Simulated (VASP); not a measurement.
Data:

```yaml
crystal:
  lattice:
    - [-2.08290, 2.08290, 2.08290]
    - [2.08290, -2.08290, 2.08290]
    - [2.08290, 2.08290, -2.08290]
  atoms:
    - { symbol: Na, position: [0.00000, 0.00000, 0.00000] }
```

The numbers are results of r2SCAN meta-GGA, VASP's PBE PAW potentials (set 64) (plane waves; VASP), not measurements. Run with 520 eV cut-off, 12×12×12 Γ-centred mesh, first-order Methfessel-Paxton smearing of 0.10 eV, potentials Na_pv.

Q: Estimate the energy per atom (σ→0), band gap (on the k-mesh) with the smallest direct gap where there is one.

A: 
- band gap (on the k-mesh): none (metal, semimetal or under 0.01 eV)
- energy per atom (σ→0): -3.549 eV/atom

The compound is Na in the bcc structure. This cell is one point of a volume scan, at 0.94 of the reference volume.
